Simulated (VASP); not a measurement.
Energy against volume of GaN (zinc blende). Computed with SCAN meta-GGA, VASP's PBE PAW potentials (set 64) (plane waves; VASP 6.6.1). Settings: 520 eV cut-off, 10×10×10 Γ-centred mesh, Gaussian smearing of 0.050 eV, potentials Ga_d N.

| V (Å³/atom) | E (eV/atom) |
|---|---|
| 10.689 | -13.41169 |
| 11.030 | -13.43452 |
| 11.371 | -13.44211 |
| 11.712 | -13.43676 |

### Question
Fit these four points and predict the energy of the run at 12.053 Å³/atom.

### Answer
A cubic in V^(−2/3), the third-order Birch-Murnaghan form, passes through the four points with V0 = 11.39 Å³/atom and B0 = 201 GPa, and gives -13.4204 eV/atom there. The run gave -13.4208 eV/atom, -0.4 meV/atom from the fit; all five points give B0 = 198 GPa.

The compound is GaN in the zinc blende structure, a metastable form; wurtzite is the usual one. It was relaxed first.
